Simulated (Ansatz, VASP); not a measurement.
# One calculation of AlMoW3, two programs

```
Al Mo W
1.0
    -1.61021    1.61021    7.64919
     1.61021   -1.61021    7.64919
     1.61021    1.61021   -7.64919
Al Mo W
1 1 3
Direct
  0.00064 0.00064 0.00000
  0.60226 0.60226 0.00000
  0.19528 0.19528 0.00000
  0.39776 0.39776 0.00000
  0.80407 0.80407 0.00000
```

Alike in both runs: functional PBE; k mesh 7 × 7 × 7; occupations gaussian, width 0.2 eV; no spin polarisation.

Ansatz relaxed the structure, and its values are those at the end. VASP's run is a single point on that final structure, the one shown.

|  | VASP | Ansatz |
| --- | --- | --- |
| version | VASP 6.6.1 | Ansatz 0.2.0 |
| potentials or method | VASP PAW PBE potentials, release 64 (Al, Mo_sv, W_sv) | scalar-relativistic, plane waves, PAW |
| plane-wave cutoff (eV) | 520 | 420 |
| valence electrons in the cell | 59 | 59 |

```tsv
	VASP	Ansatz	Ansatz less VASP
gap on the k mesh at the Fermi level (eV)	none	none	-
pressure (GPa)	0.2	-0.2	-0.39
rms of the force components (eV/Å)	0.014	0.009	-0.0054
```

A gap of «none» marks a metal or a gap that the smearing closes. The functional is the same, so the differences come from potentials, cutoffs and numerics.

Caveats: the k mesh is coarse (spacing up to 0.39 Å⁻¹), so the values aren't converged. The runs have no spin-orbit coupling, so splittings on W are missing.
